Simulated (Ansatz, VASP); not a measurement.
# Cross-check of Na2MoO4 (Na2MoO4 (Fd-3m)) between VASP and Ansatz

Aim: how closely do two programs agree when they are given the same cell, functional and k mesh? The structure shown is the end of the VASP relaxation below.

Main program and level: Ansatz 0.2.0; plane waves, with VASP 6.6.1 beside it; single point at PBEsol.

## Step 1: The starting structure

Symmetry: Fd-3m, No. 227, cubic system. Conventional cell: a = 9.022 Å, b = 9.022 Å, c = 9.022 Å, α = 90.00°, β = 90.00°, γ = 90.00°. Nearest to Na lie 6 O at 2.35 Å. Nearest to Mo lie 4 O at 1.79 Å. Nearest to O lie 1 Mo at 1.79 Å and 3 Na at 2.35 Å. Farther neighbours and most contacts between anions are not listed.

Structure file:

```
Na Mo O
1.0
     0.00000    4.51107    4.51107
     4.51107    0.00000    4.51107
     4.51107    4.51107    0.00000
Na Mo O
4 2 8
Direct
  0.12500 0.12500 0.12500
  0.62500 0.12500 0.12500
  0.12500 0.12500 0.62500
  0.12500 0.62500 0.12500
  0.50000 0.50000 0.50000
  0.75000 0.75000 0.75000
  0.86475 0.86475 0.86475
  0.84425 0.38525 0.38525
  0.38525 0.38525 0.84425
  0.38525 0.84425 0.38525
  0.86475 0.86475 0.40575
  0.86475 0.40575 0.86475
  0.38525 0.38525 0.38525
  0.40575 0.86475 0.86475
```

## Step 2: VASP: relaxation, PBEsol

This run makes the geometry at which the two programs are then compared.

Lines of VASP's logs that name or quote its potential files are left out, and so is its time.

Contents of INCAR:

```
SYSTEM = Na2MoO4
PREC = Accurate
ENCUT = 520
EDIFF = 1E-06
NELM = 120
ISMEAR = 0
SIGMA = 0.05
LREAL = Auto
ALGO = Normal
GGA = PS
NBANDS = 46
LORBIT = 11
LWAVE = .FALSE.
LCHARG = .FALSE.
KPAR = 4
IBRION = 2
NSW = 40
ISIF = 3
EDIFFG = -0.02
POTIM = 0.4
```

Contents of POSCAR:

```
Na2MoO4
1.0
    0.0000000000      4.5156359000      4.5156359000
    4.5156359000      0.0000000000      4.5156359000
    4.5156359000      4.5156359000      0.0000000000
Na Mo O
4 2 8
Direct
    0.1250000000      0.1250000000      0.1250000000
    0.6250000000      0.1250000000      0.1250000000
    0.1250000000      0.1250000000      0.6250000000
    0.1250000000      0.6250000000      0.1250000000
    0.5000000000      0.5000000000      0.5000000000
    0.7500000000      0.7500000000      0.7500000000
    0.8633015100      0.8633015100      0.8633015100
    0.8399045300      0.3866984900      0.3866984900
    0.3866984900      0.3866984900      0.8399045300
    0.3866984900      0.8399045300      0.3866984900
    0.8633015100      0.8633015100      0.4100954700
    0.8633015100      0.4100954700      0.8633015100
    0.3866984900      0.3866984900      0.3866984900
    0.4100954700      0.8633015100      0.8633015100
```

Contents of KPOINTS:

```
Automatic mesh
0
Gamma
4 4 4
0 0 0
```

The projector-augmented-wave data sets are Na, Mo and O (PBE family, release 64).

Started as:

```bash
$ mpirun -np 4 vasp_std
```

Numbers of over 12 decimals in the logs are rounded to 6 here.

Output:

```text
[banner, memory and clock lines left out]
running    4 mpi-ranks, on    1 nodes
 distrk:  each k-point on    1 cores,    4 groups
 distr:  one band on    1 cores,    1 groups

 POSCAR found type information on POSCAR NaMoO
 POSCAR found :  3 types and      14 ions
|                                                                             |
|               ----> ADVICE to this user running VASP <----                  |
|                                                                             |
|     You enforced a specific xc type in the INCAR file but a different       |
|     [... a line on the potential file left out ...]
|     I HOPE YOU KNOW WHAT YOU ARE DOING!                                     |
|                                                                             |

 LDA part: xc-table for (Slater+PW92), standard interpolation
 POSCAR, INCAR and KPOINTS ok, starting setup
 FFT: planning ... GRIDC
 FFT: planning ... GRID_SOFT
 FFT: planning ... GRID
 WAVECAR not read
 entering main loop
       N       E                     dE             d eps       ncg     rms          rms(c)
DAV:   1     0.465742640292E+03    0.46574E+03   -0.29344E+04   736   0.124E+03
DAV:   2    -0.704426014268E+02   -0.53619E+03   -0.51029E+03   934   0.295E+02
DAV:   3    -0.120364197314E+03   -0.49922E+02   -0.49212E+02   912   0.101E+02
DAV:   4    -0.121790279087E+03   -0.14261E+01   -0.14225E+01   898   0.191E+01
DAV:   5    -0.121834991358E+03   -0.44712E-01   -0.44699E-01   888   0.325E+00    0.957E+01
DAV:   6    -0.102482021329E+03    0.19353E+02   -0.92780E+01   842   0.497E+01    0.155E+01
DAV:   7    -0.998944714469E+02    0.25875E+01   -0.23917E+01   850   0.325E+01    0.322E+01
DAV:   8    -0.988994768166E+02    0.99499E+00   -0.24934E+00   878   0.108E+01    0.152E+00
DAV:   9    -0.988820249558E+02    0.17452E-01   -0.19086E-01   826   0.232E+00    0.809E-01
DAV:  10    -0.988780646563E+02    0.39603E-02   -0.22612E-02   884   0.660E-01    0.144E+00
DAV:  11    -0.988762911318E+02    0.17735E-02   -0.47150E-03   878   0.513E-01    0.137E-01
DAV:  12    -0.988761808765E+02    0.11026E-03   -0.15164E-03   846   0.252E-01    0.124E-01
DAV:  13    -0.988760813371E+02    0.99539E-04   -0.40458E-04   884   0.101E-01    0.279E-02
DAV:  14    -0.988760840625E+02   -0.27254E-05   -0.24507E-05   876   0.255E-02    0.271E-02
DAV:  15    -0.988760813230E+02    0.27395E-05   -0.61150E-06   818   0.136E-02    0.623E-03
DAV:  16    -0.988760812956E+02    0.27442E-07   -0.25244E-06   638   0.804E-03
   1 F= -.98876081E+02 E0= -.98876081E+02  d E =-.988761E+02
[...]
2 F= -.98679509E+02 E0= -.98679509E+02  d E =0.196572E+00
[...]
3 F= -.98958435E+02 E0= -.98958435E+02  d E =-.823537E-01
[...]
4 F= -.98958431E+02 E0= -.98958431E+02  d E =-.823492E-01
[...]
5 F= -.98961003E+02 E0= -.98961003E+02  d E =-.257294E-02
 ZBRENT: can't locate minimum, use default step
 trial-energy change:   -0.002573  1 .order   -0.002588   -0.003067   -0.002108
 step:   3.4670(harm=  2.7720)  dis= 0.00512  next Energy=   -98.964376 (dE=-0.595E-02)
 bond charge predicted
       N       E                     dE             d eps       ncg     rms          rms(c)
DAV:   1    -0.990175439530E+02   -0.56540E-01   -0.31401E+00   736   0.922E+00    0.168E+00
DAV:   2    -0.989702456136E+02    0.47298E-01   -0.21026E-01   828   0.220E+00    0.910E-01
DAV:   3    -0.989636237222E+02    0.66219E-02   -0.13288E-02   866   0.921E-01    0.597E-01
DAV:   4    -0.989626191389E+02    0.10046E-02   -0.52411E-03   808   0.340E-01    0.246E-01
DAV:   5    -0.989625711684E+02    0.47971E-04   -0.27730E-04   804   0.839E-02    0.104E-01
DAV:   6    -0.989625803691E+02   -0.92007E-05   -0.29829E-05   840   0.339E-02    0.401E-02
DAV:   7    -0.989625796091E+02    0.75998E-06   -0.71289E-06   762   0.140E-02
   6 F= -.98962580E+02 E0= -.98962580E+02  d E =-.414909E-02
 curvature:  -1.20 expect dE=-0.621E-03 dE for cont linesearch -0.403E-03
 trial: gam= 0.00000 g(F)=  0.658E-06 g(S)=  0.518E-03 ort =-0.109E-02 (trialstep = 0.139E+01)
 search vector abs. value=  0.519E-03
 reached required accuracy - stopping structural energy minimisation
```

OUTCAR, selected parts (step 2):

```text
ion  position               nearest neighbor table
   1  0.125  0.125  0.125-   8 2.37   9 2.37  10 2.37  11 2.37  12 2.37  14 2.37   2 3.19   3 3.19
                             4 3.19   3 3.19   4 3.19   2 3.19   6 3.74   5 3.74   6 3.74   5 3.74
   2  0.625  0.125  0.125-   7 2.37   9 2.37  10 2.37  11 2.37  12 2.37  13 2.37   1 3.19   3 3.19
                             4 3.19   1 3.19   3 3.19   4 3.19   5 3.74   6 3.74   5 3.74   6 3.74
   3  0.125  0.125  0.625-   8 2.37  10 2.37  12 2.37  14 2.37  13 2.37   7 2.37   1 3.19   1 3.19
                             2 3.19   4 3.19   4 3.19   2 3.19   6 3.74   5 3.74   6 3.74   5 3.74
   4  0.125  0.625  0.125-   7 2.37   8 2.37   9 2.37  11 2.37  13 2.37  14 2.37   1 3.19   3 3.19
                             1 3.19   2 3.19   3 3.19   2 3.19   6 3.74   5 3.74   6 3.74   5 3.74
   5  0.500  0.500  0.500-  13 1.77   9 1.77  10 1.77   8 1.77   2 3.74   4 3.74   3 3.74   4 3.74
                             2 3.74   3 3.74   3 3.74   4 3.74   1 3.74   1 3.74   1 3.74   2 3.74
   6  0.750  0.750  0.750-   7 1.77  11 1.77  12 1.77  14 1.77   2 3.74   4 3.74   2 3.74   3 3.74
                             3 3.74   4 3.74   1 3.74   2 3.74   1 3.74   1 3.74   3 3.74   4 3.74
   7  0.863  0.863  0.863-   6 1.77   4 2.37   2 2.37   3 2.37
   8  0.840  0.387  0.387-   5 1.77   3 2.37   4 2.37   1 2.37
   9  0.387  0.387  0.840-   5 1.77   2 2.37   4 2.37   1 2.37
  10  0.387  0.840  0.387-   5 1.77   2 2.37   3 2.37   1 2.37
  11  0.863  0.863  0.410-   6 1.77   2 2.37   4 2.37   1 2.37
  12  0.863  0.410  0.863-   6 1.77   2 2.37   3 2.37   1 2.37
  13  0.387  0.387  0.387-   5 1.77   4 2.37   2 2.37   3 2.37
  14  0.410  0.863  0.863-   6 1.77   3 2.37   4 2.37   1 2.37

  LATTYP: Found a face centered cubic cell.
 ALAT       =     9.0312718000

 Subroutine GETGRP returns: Found 48 space group operations
 (whereof 24 operations were pure point group operations)

The static configuration has the point symmetry T_d .
 The point group associated with its full space group is O_h .

 Found      8 irreducible k-points:

   k-points           NKPTS =      8   k-points in BZ     NKDIM =      8   number of bands    NBANDS=     46

   dimension x,y,z NGX =    48 NGY =   48 NGZ =   48
   dimension x,y,z NGXF=    96 NGYF=   96 NGZF=   96

   ENCUT  =  520.0 eV  38.22 Ry    6.18 a.u.  11.87 11.87 11.87*2*pi/ulx,y,z

   NELECT =      64.0000    total number of electrons

 k-points in reciprocal lattice and weights: Automatic mesh
   0.00000000  0.00000000  0.00000000       0.016
   0.25000000  0.00000000  0.00000000       0.125
   0.50000000  0.00000000  0.00000000       0.062
   0.25000000  0.25000000  0.00000000       0.094
   0.50000000  0.25000000  0.00000000       0.375
  -0.25000000  0.25000000  0.00000000       0.188
   0.50000000  0.50000000  0.00000000       0.047
  -0.25000000  0.50000000  0.25000000       0.094

 average (electrostatic) potential at core
       1 -39.4457       2 -39.4457       3 -39.4457       4 -39.4457       5 -42.7502
       6 -42.7502       7 -73.0083       8 -73.0083       9 -73.0083      10 -73.0083
      11 -73.0083      12 -73.0083      13 -73.0083      14 -73.0083

 E-fermi :   0.2685

 k-point     1 :       0.0000    0.0000    0.0000
  band No.  band energies     occupation
    ...
     28      -0.0887      2.00000
     29      -0.0887      2.00000
     30       0.0497      2.00000
     31       0.0497      2.00000
     32       0.0497      2.00000
     33       4.1797      0.00000
     34       4.1797      0.00000
     35       4.4490      0.00000
     36       4.4490      0.00000
     37       5.4888      0.00000
    ...

 k-point     2 :       0.2500    0.0000    0.0000
  band No.  band energies     occupation
    ...
     28      -0.1483      2.00000
     29      -0.1483      2.00000
     30      -0.0263      2.00000
     31      -0.0263      2.00000
     32      -0.0020      2.00000
     33       4.2198      0.00000
     34       4.2198      0.00000
     35       4.4772      0.00000
     36       4.4772      0.00000
     37       5.5035      0.00000
    ...

 k-point     3 :       0.5000    0.0000    0.0000
  band No.  band energies     occupation
    ...
     28      -0.1498      2.00000
     29      -0.1498      2.00000
     30      -0.0979      2.00000
     31      -0.0979      2.00000
     32      -0.0751      2.00000
     33       4.2626      0.00000
     34       4.2626      0.00000
     35       4.5030      0.00000
     36       4.5030      0.00000
     37       5.3619      0.00000
    ...

  Total        0.2503242      0.2503242      0.2503242     -0.0000000      0.0000000      0.0000000
  in kB        2.1844690      2.1844690      2.1844690     -0.0000000      0.0000000      0.0000000
  external PRESSURE =       2.1844690 kB  Pullay stress =       0.0000000 kB

  energy-cutoff  :      520.00
  volume of cell :      183.60
      direct lattice vectors                 reciprocal lattice vectors
     0.000000000  4.511066140  4.511066140    -0.110838543  0.110838543  0.110838543
     4.511066140  0.000000000  4.511066140     0.110838543 -0.110838543  0.110838543
     4.511066140  4.511066140 -0.000000000     0.110838543  0.110838543 -0.110838543

 POSITION                                       TOTAL-FORCE (eV/Angst)
 -----------------------------------------------------------------------------------
      1.12777      1.12777      1.12777         0.000000      0.000000      0.000000
      1.12777      3.38330      3.38330         0.000000      0.000000      0.000000
      3.38330      3.38330      1.12777         0.000000      0.000000      0.000000
      3.38330      1.12777      3.38330         0.000000      0.000000      0.000000
      4.51107      4.51107      4.51107         0.000000      0.000000      0.000000
      6.76660      6.76660      6.76660         0.000000      0.000000      0.000000
      7.80190      7.80190      7.80190        -0.000843     -0.000843     -0.000843
      3.47576      5.54637      5.54637         0.000843     -0.000843     -0.000843
      5.54637      5.54637      3.47576        -0.000843     -0.000843      0.000843
      5.54637      3.47576      5.54637        -0.000843      0.000843     -0.000843
      5.73129      5.73129      7.80190         0.000843      0.000843     -0.000843
      5.73129      7.80190      5.73129         0.000843     -0.000843      0.000843
      3.47576      3.47576      3.47576         0.000843      0.000843      0.000843
      7.80190      5.73129      5.73129        -0.000843      0.000843      0.000843
 -----------------------------------------------------------------------------------
    total drift:                                0.000000      0.000000      0.000000

  FREE ENERGIE OF THE ION-ELECTRON SYSTEM (eV)
  ---------------------------------------------------
  free  energy   TOTEN  =       -98.9625796091 eV

  energy  without entropy=      -98.9625796091  energy(sigma->0) =      -98.96257961

 reached required accuracy - stopping structural energy minimisation

 total charge
# of ion       s       p       d       tot
------------------------------------------
    1        0.053   0.048   0.000   0.101
    2        0.053   0.048   0.000   0.101
    3        0.053   0.048   0.000   0.101
    4        0.053   0.048   0.000   0.101
    5        0.633   0.895   4.619   6.147
    6        0.633   0.895   4.619   6.147
    7        1.570   3.417   0.000   4.987
    8        1.570   3.417   0.000   4.987
    9        1.570   3.417   0.000   4.987
   10        1.570   3.417   0.000   4.987
   11        1.570   3.417   0.000   4.987
   12        1.570   3.417   0.000   4.987
   13        1.570   3.417   0.000   4.987
   14        1.570   3.417   0.000   4.987
--------------------------------------------------
tot         14.036  29.316   9.238  52.591

[... 3 further parts left out ...]
```

This run has no spin polarisation, although Mo can carry a moment. The data sets Na and Mo keep the semicore shell frozen, which is cheaper and a little less accurate. The run keeps the 48 symmetry operations of its start, so it cannot find a distortion of lower symmetry.

(Continued in part 2 of 2.)

[Lines on the potential files, build, host, timing and source positions are cut from VASP's logs without a mark.]

[Logs are printed without paths, hosts, clocks, repeated set-up lines and the standing remarks that a program may print on its own settings, such as how far it seeks lower states.]

[Hosts, paths, dates, database ids (printed as entryN), source tags and the programs' standing remarks are cut or masked in the printed files.]
